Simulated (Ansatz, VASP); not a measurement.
# SnO: VASP beside Ansatz, part 2 of 2

One calculation is typed for both programs; each brings its own data sets. How far apart do they land? The cell is generated by rule, not measured, and may not be a known phase. The cell is taken from a series of runs on this material, whose earlier steps may have relaxed, scaled, displaced or heated it; both programs get it as it stands.

VASP 6.6.1 and Ansatz 0.2.0.

So far: The structure; VASP: zone-centre phonons, LDA.

The structure was built from a prototype and need not be the compound's stable phase.

**3. Ansatz: zone-centre phonons, LDA**

Level of this step: Ansatz beside VASP: Kohn-Sham DFT, plane waves, LDA (Ansatz).

Ansatz runs on norm-conserving files, of PseudoDojo where its log says so.

The same cell, functional (in two slightly different forms), mesh and smearing now go to Ansatz.

File input.yaml:

```yaml
crystal:
  lattice:
    - [3.3233235342, -2.798e-06, 0.0]
    - [-1.661659344, 2.8780840046, 0.0]
    - [0.0, 0.0, 6.4230685711]
  atoms:
    - { symbol: Sn, position: [0.0, 0.0, 0.0] }
    - { symbol: Sn, position: [0.0, 0.0, 0.5] }
    - { symbol: O, position: [0.3333333333, 0.6666666667, 0.25] }
    - { symbol: O, position: [0.6666666667, 0.3333333333, 0.75] }
kpoints:
  mp_grid: { grid: [12, 12, 6] }
hamiltonian:
  xc: lda
  pseudopotentials: { kind: nc, accuracy: standard }
scf:
  occupations: { method: fermi_dirac, width: 0.27211 }
output:
  eigenvalues: true
basis:
  ecutwfc: 979.61
phonons:
  method: dfpt
```

Launch:

```sh
$ ansatz run input.yaml --threads 8 --pin off --max-ram 16384MiB --backend cpu --events-out ev --progress --plain --runs-dir out
```

The log of the run:

```text
Warning: basis.ecutwfc = 979.61 eV is below the records' recommended 1142.878222 eV, and the density's cutoff is lower with it unless basis.ecutrho_ratio is high enough to keep the records' density cutoff: compare with a run at a higher cutoff
band count auto-derived: 26 (N_el = 40.0; filled up to band 20; 24 by the electrons, moments and atoms)
Engine: ansatz 0.2.0, aarch64-unknown-linux-gnu
Pseudopotentials: kind: nc
Pseudopotential: Sn, nc, valence charge 14, recommended cutoff 979.609905 eV (normal), Sn.nc.azcp (PseudoDojo's, or run here from an input of PseudoDojo's; its table is named by hamiltonian.pseudopotentials.accuracy)
Pseudopotential: O, nc, valence charge 6, recommended cutoff 1142.878222 eV (normal), O.nc.azcp (PseudoDojo's, or run here from an input of PseudoDojo's; its table is named by hamiltonian.pseudopotentials.accuracy)
Functional definition: SPW92
  exchange = slater_x
  correlation = pw_c
Crystal: 4 atoms, lattice volume = 61.435 Å³
Basis set: ecut = 979.61 eV, 4311 PW (Γ), exchange–correlation on 72×72×144 points (8 copies of the dense FFT grid, shifted against one another)
Bands: 26, of which v1, the nominal top of the filled ones, is band 20 counted from 1 (19 counted from 0)
Symmetry: 24 space group operations
k-points: 242 of 864 (irreducible under 2 space group operations, time reversal used)
Non-local potential: Sn, projectors of the file, l = 0: 2, l = 1: 2, l = 2: 2
Non-local potential: O, projectors of the file, l = 0: 2, l = 1: 2, l = 2: 1
Initial density: superposition of atomic densities (chi_scale 0.1, normalization cell, long waves kept (reshape's long-wave potential 0.00 eV rms))
Initial wavefunctions: pseudopotential atomic-orbital guess
Functional: x = slater, c = lda
SCF iter   1: F=—  HF=-5174.078851 eV  |F-HF|=—  |Δ(HF+E_count)|=         —  Δρ=5.32e-2  dr2=1.20e0  ethr=3.10e-3  ⟨swp⟩=5.3  Hψ=25154  notcnv=0
preconditioner: auto → Kerker (q_TF=auto, 2.540 Å⁻¹)  [metal: Δε(μ)=0.059 eV  Ē_g=18.853 eV  σ=0.272 eV  W_gap=0.05  n_scr=22 (ndim 8)  ℏωp=30.0 eV  f_vac=0.000  D(μ)=0.79/eV (n_scr^D=2)]
SCF iter   2: F=—  HF=-5173.773806 eV  |F-HF|=—  |Δ(HF+E_count)|=   3.05e-1  Δρ=1.96e-2  dr2=2.41e-1  ethr=3.01e-3  ⟨swp⟩=2.7  Hψ=10854  notcnv=0
SCF iter   3: F=—  HF=-5173.708689 eV  |F-HF|=—  |Δ(HF+E_count)|=   6.51e-2  Δρ=1.03e-2  dr2=6.46e-2  ethr=6.03e-4  ⟨swp⟩=2.0  Hψ=10851  notcnv=0
SCF iter   4: F=—  HF=-5173.686150 eV  |F-HF|=—  |Δ(HF+E_count)|=   2.25e-2  Δρ=2.35e-3  dr2=4.66e-3  ethr=1.61e-4  ⟨swp⟩=2.2  Hψ=11024  notcnv=0
SCF iter   5: F=—  HF=-5173.685216 eV  |F-HF|=—  |Δ(HF+E_count)|=   9.34e-4  Δρ=5.81e-4  dr2=2.42e-4  ethr=1.17e-5  ⟨swp⟩=2.1  Hψ=8937  notcnv=0
SCF iter   6: F=—  HF=-5173.685227 eV  |F-HF|=—  |Δ(HF+E_count)|=   1.15e-5  Δρ=1.19e-4  dr2=6.58e-6  ethr=6.06e-7  ⟨swp⟩=1.0  Hψ=6314  notcnv=0
SCF iter   7: F=—  HF=-5173.685218 eV  |F-HF|=—  |Δ(HF+E_count)|=   9.31e-6  Δρ=2.43e-5  dr2=1.94e-7  ethr=1.64e-8  ⟨swp⟩=2.7  Hψ=11182  notcnv=0
SCF iter   8: F=—  HF=-5173.685201 eV  |F-HF|=—  |Δ(HF+E_count)|=   1.73e-5  Δρ=3.03e-6  dr2=4.51e-9  ethr=4.84e-10  ⟨swp⟩=2.0  Hψ=10168  notcnv=0
SCF iter   9: F=—  HF=-5173.685201 eV  |F-HF|=—  |Δ(HF+E_count)|=   1.76e-9  Δρ=5.83e-7  dr2=2.80e-10  ethr=1.13e-11  ⟨swp⟩=3.0  Hψ=13336  notcnv=0
SCF iter  10: F=-5173.685201 eV  HF=-5173.685201 eV  |F-HF|=3.64e-12  |Δ(HF+E_count)|=  5.09e-11  Δρ=1.05e-7  dr2=9.10e-12  ethr=1.00e-12  ⟨swp⟩=5.9  Hψ=36360  notcnv=0
the search or the solves at the SCF's close seem to have found levels that the self-consistency loop had missed (the run counts 3). By its estimate they hold under 1e-12 electrons; where the run keeps them, the occupations were computed again with them
SCF 1 converged in 10 iterations: F = -5173.685201 eV  dr2 = 9.10e-12
DFPT response loops at Γ: preconditioner auto → Kerker (q_TF=auto, 2.540 Å⁻¹) (partly filled bands, converged f_vac=0.000); β = 1.00, the filter's whole step (`scf.mixing.beta` (0.50) is not read by the response loops under this deck's `scf.mixing.preconditioner`; to damp them name `kerker` or `kerker_dos`, under which they read `scf.mixing.beta`, and type it under 1.00, their step now; both keys bind the ground state too); Broyden in place of MSR1
SCF converged after 10 iterations
Free energy (F): -5173.685201 eV
Harris-Foulkes:  -5173.685201 eV  (|F-HF|=3.64e-12)
Internal energy: -5173.500523 eV  (E = F + TS)
E sigma→0 (E₀):  -5173.592862 eV
Entropy (-TS):   -0.184678 eV (-46.169 meV/atom)
Fermi energy:    11.837186 eV
--- Per-component energies (eV) ---
  E_band       = -105.202966
  E_kinetic    = 3143.475905
  E_local      = -2962.521436  (includes V_loc(G=0)·N_el)
  E_nonlocal   = -1349.980810
  E_hartree    = 999.372996
  E_xc         = -1404.272866
  E_vxc        = -934.922644  (∫ρ·V_xc dr)
  E_ewald      = -3599.574312
  E_smearing   = -0.184678  (= −TS)
  E_closure    = -0.000000  (closes the sum)
  Σ components = -5173.685201   (vs F -5173.685201, Δ=0.00e0)
--- Band table (eV; the first three rows and the last of 242) ---
  k-point 0: bands = [... 16 lower, 8.5927, 8.8235, 8.8235, 11.3755, 12.3512, 18.3470, 18.3470, 18.8626, ... 2 higher]
  k-point 1: bands = [... 16 lower, 8.6087, 8.8087, 8.8087, 10.8992, 12.8688, 17.5954, 18.4007, 18.4007, ... 2 higher]
  k-point 2: bands = [... 16 lower, 8.6523, 8.7677, 8.7677, 10.1243, 13.7798, 16.1536, 18.5643, 18.5643, ... 2 higher]
  k-point 241: bands = [... 16 lower, 7.7571, 7.7571, 10.4054, 10.4054, 12.9518, 12.9518, 15.5280, 15.5280, ... 2 higher]
--- Phonons (Γ-DFPT): 4 representative perturbations + reference, on 242 of 864 k-points (Σ response iterations 13) ---
  k mesh reduced under 2 symmetry operations, with k and −k counted as one. Each operation leaves every solved perturbation unchanged. A smaller set is not used because it would not reduce the number of displacements times k-points to solve
  ASR residual: 6.432e-4 → 0.000e0 eV/Å²; symmetrization residual: 1.083e-4 eV/Å²
  ASR residual per site (eV/Å²): 5.16e-5 5.16e-5 6.43e-4 6.43e-4
  Γ frequencies (cm⁻¹): -246.56 -83.86 -83.86 -59.20 -59.20 0.00 0.00 0.00 154.74 161.91 161.91 212.51
  non-analytic LO–TO correction: not included (Born effective charges unavailable; polar crystals: no LO–TO splitting at Γ)
```

**4. Side by side**

Known differences besides the potentials themselves: the two LDA forms differ slightly; the cutoff is 979.61 eV in Ansatz and 600 eV in VASP; VASP's log shows a relativistic correction to its local exchange, Ansatz's none; Ansatz's log warns that its cutoff lies below the recommended one. Total energies have different zeros and are not compared.

The two programs side by side:

```csv
quantity,Ansatz,VASP,difference
"optical mode 1 (imaginary, printed as negative) (cm⁻¹)",-246.6,-247.7,+1.1
"optical mode 2 to 3 (imaginary, printed as negative) (cm⁻¹)",-83.9,-86.2,+2.3
"optical mode 4 to 5 (imaginary, printed as negative) (cm⁻¹)",-59.2,-59.2,0.0
optical mode 6 (cm⁻¹),154.7,150.8,+2.61 %
optical mode 7 to 8 (cm⁻¹),161.9,161.8,+0.07 %
optical mode 9 (cm⁻¹),212.5,214.0,-0.69 %
```

Modes are paired by rising frequency, not by their patterns, so a pair may set unlike modes beside each other; they are those without the splitting of longitudinal modes.

**5. Results**

```
r.m.s. difference of the optical zone-centre modes, each program's sorted by frequency (zone-centre phonons, LDA) : 1.8 cm⁻¹
difference in optical mode 6 (zone-centre phonons, LDA)                                                           : +2.6 %
```

**Reading.** The r.m.s. difference of the optical zone-centre modes, each program's sorted by frequency is 1.8 cm⁻¹ (zone-centre phonons, LDA). Among the rows given in per cent, the largest difference of the zone-centre phonons, LDA pair is in optical mode 6, +2.6 %. Such differences can come from data sets, numerical settings and the points named under the comparisons, not from the functional's error against experiment.

[Lines on the potential files, build, host, timing and source positions are cut from VASP's logs without a mark.]

[Logs are printed without paths, hosts, clocks, repeated set-up lines and the standing remarks that a program may print on its own settings, such as how far it seeks lower states.]

[Hosts, paths, dates, database ids (printed as entryN), source tags and the programs' standing remarks are cut or masked in the printed files.]
